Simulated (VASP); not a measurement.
Calculation: PBEsol GGA, VASP's PBE PAW potentials (set 64) (plane waves; VASP).

A VASP calculation is set up with these files.

### INCAR
```
# general
SYSTEM =Ba3ZnN2O
PREC   =Accurate
ENCUT  =400
LREAL  =.FALSE.
LASPH  =.TRUE.

# electronic loop
EDIFF  =1E-6   # SCF stop (eV)
NELM   =100   # most electronic steps
ALGO   =Normal   # blocked Davidson
LMAXMIX=4

# smearing
ISMEAR =-1
SIGMA  =0.02   # width (eV)

# functional
GGA    =PS   # PBEsol

# ions
ISIF   =2   # forces and stress, cell fixed

# output
LWAVE  =.FALSE.
LCHARG =.FALSE.
```

**KPOINTS**
```
Automatic mesh
0
Gamma
2 2 1
0 0 0
```

**POSCAR**
```
Ba3ZnN2O
1
    4.0908430000     0.0000000000     0.0000000000
    0.0000000000     4.0908430000     0.0000000000
    0.0000000000     0.0000000000     9.1608720000
Ba Zn N O
3 1 2 1
Direct
  0.0000000000   0.0000000000   0.2178800000
  0.0000000000   0.0000000000   0.7821200000
  0.5000000000   0.5000000000   0.5000000000
  0.5000000000   0.5000000000   0.0000000000
  0.5000000000   0.5000000000   0.8005400000
  0.5000000000   0.5000000000   0.1994600000
  0.0000000000   0.0000000000   0.5000000000
```

POTCAR, in this order: Ba_sv Zn N O (PBE.64 set). Program: vasp_std.

Output

OSZICAR:
```
       N       E                     dE             d eps       ncg     rms          rms(c)
DAV:   1     0.471978321260E+03    0.47198E+03   -0.23565E+04   204   0.138E+03
DAV:   2     0.869499969257E+01   -0.46328E+03   -0.45391E+03   248   0.348E+02
DAV:   3    -0.440469798022E+02   -0.52742E+02   -0.52392E+02   252   0.127E+02
DAV:   4    -0.468287301585E+02   -0.27818E+01   -0.27746E+01   288   0.261E+01
DAV:   5    -0.468927026570E+02   -0.63972E-01   -0.63916E-01   280   0.401E+00    0.185E+01
DAV:   6    -0.374564231159E+02    0.94363E+01   -0.67445E+01   288   0.778E+01    0.115E+01
DAV:   7    -0.373254828989E+02    0.13094E+00   -0.15594E+01   264   0.191E+01    0.609E+00
DAV:   8    -0.371894167353E+02    0.13607E+00   -0.11195E+00   246   0.559E+00    0.217E+00
DAV:   9    -0.371633980980E+02    0.26019E-01   -0.12806E-01   270   0.264E+00    0.803E-01
DAV:  10    -0.371661004790E+02   -0.27024E-02   -0.16420E-02   248   0.739E-01    0.422E-01
DAV:  11    -0.371675824293E+02   -0.14820E-02   -0.25223E-03   246   0.251E-01    0.121E-01
DAV:  12    -0.371677375542E+02   -0.15512E-03   -0.73419E-04   264   0.190E-01    0.203E-02
DAV:  13    -0.371677448263E+02   -0.72721E-05   -0.72093E-05   246   0.514E-02    0.140E-02
DAV:  14    -0.371677459615E+02   -0.11352E-05   -0.11181E-05   248   0.185E-02    0.395E-03
DAV:  15    -0.371677461866E+02   -0.22509E-06   -0.12264E-06   158   0.736E-03
   1 F= -.37167746E+02 E0= -.37167746E+02  d E =-.268968E-07
```

**OUTCAR**
```
------------------------ aborting loop because EDIFF is reached ----------------------------------------
  FORCE on cell =-STRESS in cart. coord.  units (eV):
  Direction    XX          YY          ZZ          XY          YZ          ZX
  --------------------------------------------------------------------------------------
  Total       -1.5116146     -1.5116146     -0.1664480      0.0000000      0.0000000      0.0000000
  in kB      -15.7975310    -15.7975310     -1.7395088      0.0000000      0.0000000      0.0000000
  external PRESSURE =     -11.1115236 kB  Pullay stress =       0.0000000 kB
  volume of cell :      153.31
      direct lattice vectors                 reciprocal lattice vectors
     4.090843000  0.000000000  0.000000000     0.244448394  0.000000000  0.000000000
     0.000000000  4.090843000  0.000000000     0.000000000  0.244448394  0.000000000
     0.000000000  0.000000000  9.160872000     0.000000000  0.000000000  0.109159914
 POSITION                                       TOTAL-FORCE (eV/Angst)
 -----------------------------------------------------------------------------------
      0.00000      0.00000      1.99597        -0.000000      0.000000      0.099814
      0.00000      0.00000      7.16490         0.000000      0.000000     -0.099814
      2.04542      2.04542      4.58044         0.000000      0.000000      0.000000
      2.04542      2.04542      0.00000         0.000000      0.000000      0.000000
      2.04542      2.04542      7.33364         0.000000     -0.000000      0.449980
      2.04542      2.04542      1.82723         0.000000      0.000000     -0.449980
      0.00000      0.00000      4.58044         0.000000      0.000000      0.000000
 -----------------------------------------------------------------------------------
    total drift:                                0.000000      0.000000     -0.000000
  FREE ENERGIE OF THE ION-ELECTRON SYSTEM (eV)
  ---------------------------------------------------
  free  energy   TOTEN  =       -37.1677461866 eV

  energy  without entropy=      -37.1677461597  energy(sigma->0) =      -37.16774617
```
(Selected blocks of OUTCAR.)

At this cut-off the stress carries a Pulay error, which pulls relaxed volumes low.

The structure comes from a computed database's Ba3ZnN2O entry; how it stands against other phases isn't given here. The cell was not relaxed at this level. The k-mesh is coarse (spacing up to 0.77 per Å, 2π included), so the numbers may not be converged in it. The run is one of a series of settings (KPOINTS 2×2×1 Γ-centred mesh against the base run), some of them coarse on purpose.
